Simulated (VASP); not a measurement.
Input:

```
Ge
1.0
    0.00000     2.84998     2.84998
    2.84998     0.00000     2.84998
    2.84998     2.84998     0.00000
Ge
2
Direct
  0.00000   0.00000   0.00000
  0.25000   0.25000   0.25000
```

Method: PW91 GGA, VASP's PBE PAW potentials (set 64) (plane waves; VASP). Settings: 520 eV cut-off, 11×11×11 Γ-centred mesh, first-order Methfessel-Paxton smearing of 0.10 eV, potentials Ge_d.

Task: Give the stress tensor in GPa (positive for a compressed cell).

Result: 
```
1.94  0.00  0.00
0.00  1.94  0.00
0.00  0.00  1.94
```
The pressure is its mean diagonal, 1.94 GPa.

The compound is Ge in the diamond structure. This cell is one point of a volume scan, at 0.97 of the reference volume.
